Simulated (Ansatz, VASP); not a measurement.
Given: the input of a run of VASP 6.6.1 on GaGe.

INCAR

```
PREC = Accurate
ENCUT = 600
EDIFF = 1E-6
ISMEAR = -1
SIGMA = 0.05
LREAL = False
LASPH = True
NELM = 80
ALGO = Normal
ISIF = 3
LWAVE = False
LCHARG = False
GGA = PS
IBRION = 2
NSW = 80
EDIFFG = -0.02
```

The input KPOINTS:

```
Automatic mesh
0
Gamma
  8 8 8
```

Contents of POSCAR:

```
GaGe
1.0
    0.0000000000      2.8978440000      2.8978440000
    2.8978440000      0.0000000000      2.8978440000
    2.8978440000      2.8978440000      0.0000000000
Ge Ga
1 1
Direct
    0.0000000000      0.0000000000      0.0000000000
    0.2500000000      0.2500000000      0.2500000000
```

Potentials or basis: VASP PAW PBE potentials, release 64 (Ge_d, Ga_d).

Command:

```bash
$ cat potpaw_PBE.64/Ge_d/POTCAR potpaw_PBE.64/Ga_d/POTCAR > POTCAR
$ mpirun -np 1 vasp_std > vasp.out
```

**Question.** Set up the same calculation for Ansatz 0.2.0. Potentials there: all-electron LAPW, scalar-relativistic.

**Answer.** As run (the cutoff follows the program's own potentials):

File input.yaml:

```yaml
crystal:
  lattice:
    - [0.0, 2.897844, 2.897844]
    - [2.897844, 0.0, 2.897844]
    - [2.897844, 2.897844, 0.0]
  atoms:
    - { symbol: Ge, position: [0.0, 0.0, 0.0] }
    - { symbol: Ga, position: [0.25, 0.25, 0.25] }
kpoints:
  mp_grid: { grid: [8, 8, 8] }
scf:
  occupations: { method: fermi_dirac, width: 0.05 }
hamiltonian:
  xc: pbesol
  pseudopotentials: { kind: all_electron, lapw: { basis_error: 0.001 } }
output:
  forces: true
  stress: true
relax:
  f_tol: 0.02
  max_steps: 60
  cell: {}
```

Potentials or basis: all-electron LAPW, scalar-relativistic.

Run with:

```bash
$ ansatz run input.yaml --threads 1 --pin off --max-ram 3072MiB --backend cpu --events-out ev --progress --plain --runs-dir out
```

Both were run:

|  | VASP | Ansatz | Ansatz less VASP |
| --- | --- | --- | --- |
| relaxed volume (Å³/atom) | 23.28 | 23.21 | -0.074 |
| relaxed cell length with the largest relative difference (Å) | 4.038 | 4.034 | -0.0043 |
| energy change over the relaxation (meV/atom) | -9 | -9 | +0.2 |

Ansatz ran all-electron here, so the differences hold the error of VASP's frozen core and of both bases.

Caveats: the PAW data sets were made with another functional, which shifts forces and pressure a little (VASP).
